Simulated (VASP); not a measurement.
Level of theory: r2SCAN meta-GGA, VASP's PBE PAW potentials (set 64) (plane waves; VASP).

A VASP calculation is set up with these files.

**KPOINTS_OPT**
```
k-points along high-symmetry lines
10
Line-mode
Reciprocal
  0.000000   0.000000   0.000000 ! GAMMA
  0.500000   0.000000   0.500000 ! X

  0.500000   0.000000   0.500000 ! X
  0.625000   0.250000   0.625000 ! U

  0.375000   0.375000   0.750000 ! K
  0.000000   0.000000   0.000000 ! GAMMA

  0.000000   0.000000   0.000000 ! GAMMA
  0.500000   0.500000   0.500000 ! L

  0.500000   0.500000   0.500000 ! L
  0.500000   0.250000   0.750000 ! W

  0.500000   0.250000   0.750000 ! W
  0.500000   0.000000   0.500000 ! X
```

POSCAR:
```
PbS
1
   -0.0000000000     2.9863446726     2.9863446726
    2.9863446726     0.0000000000     2.9863446726
    2.9863446726     2.9863446726     0.0000000000
Pb S
1 1
Direct
  0.0000000000   0.0000000000   0.0000000000
  0.5000000000   0.5000000000   0.5000000000
```

File KPOINTS:
```
Automatic mesh
0
Gamma
9 9 9
0 0 0
```

INCAR:
```
LREAL = .FALSE.   ! projection in real space or not
LASPH = .TRUE.
LWAVE = .FALSE.
EDIFF = 1E-7   ! SCF stop (eV)
ISIF = 2   ! forces and stress, cell fixed
ISMEAR = -5
ALGO = Normal
PREC = Accurate
LORBIT = 11   ! lm-projected
NELM = 100   ! most electronic steps
METAGGA = R2SCAN
LMIXTAU = .TRUE.
LCHARG = .FALSE.
NEDOS = 601   ! DOS grid
SYSTEM = PbS
ENCUT = 520
LMAXMIX = 4   ! l cut-off of mixed one-centre charges
```

POTCAR, in this order: Pb_d S (PBE.64 set). Program: vasp_std.

Question: What will the output report for the number of irreducible k-points (NKPTS), largest plane-wave count, number of space-group operations, FFT grid (NGX, NGY, NGZ)?

Answer: 
```yaml
number of irreducible k-points (NKPTS): 35
largest_plane_wave_count: 1459
number_of_space_group_operations: 48
FFT grid (NGX, NGY, NGZ): 32 × 32 × 32
```

The compound is PbS in the rock salt structure. It was relaxed first.
